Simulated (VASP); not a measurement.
Data:

```xyz
4
Lattice="3.1522 0.0000 0.0000 0.0000 1.6801 4.4657 0.0000 -1.6801 4.4657" Properties=species:S:1:pos:R:3 pbc="T T T"
Hf     1.5761     0.0000     7.6225
Ta     0.0000     0.0000     1.2686
B      1.5761     0.0000     5.0101
B      0.0000     0.0000     4.0032
```

All values below come from PBEsol GGA, VASP's PBE PAW potentials (set 64) (plane waves; VASP). Run with 520 eV cut-off, Gaussian smearing of 0.050 eV, potentials Hf_pv Ta_pv B.

**Question.** Give the energies of bands 8 to 16 at the high-symmetry points, in eV from the Fermi level.

**Answer.** 
```tsv
band	Γ	Y	C0	Z	A0	T	S	R
8	-6.38	-7.61	-6.00	-8.31	-7.84	-8.13	-6.48	-7.95
9	-3.09	-2.82	-4.75	-3.60	-4.43	-3.70	-3.95	-4.09
10	-2.71	-2.71	-3.26	-3.04	-4.37	-3.46	-3.24	-3.97
11	-2.57	-2.63	-2.85	-2.88	-2.61	-2.06	-3.19	-2.85
12	-2.20	-2.41	-1.58	-2.54	-2.61	-1.28	-1.83	-2.77
13	0.00	-0.76	-0.02	-1.58	-0.48	-0.75	0.12	-0.59
14	1.39	2.30	0.78	-1.04	-0.47	-0.15	0.23	-0.58
15	1.92	2.85	1.11	4.59	3.58	0.99	1.91	4.08
16	2.72	2.86	2.29	4.77	4.81	1.93	2.80	5.28
```

It has no gap at this level: it comes out as a metal or semimetal.

The structure comes from a computed database's HfTaB2 entry (Amm2); how it stands against other phases isn't given here. It was relaxed first. The electron count is odd and the run is not spin-polarised, which forces a metal.
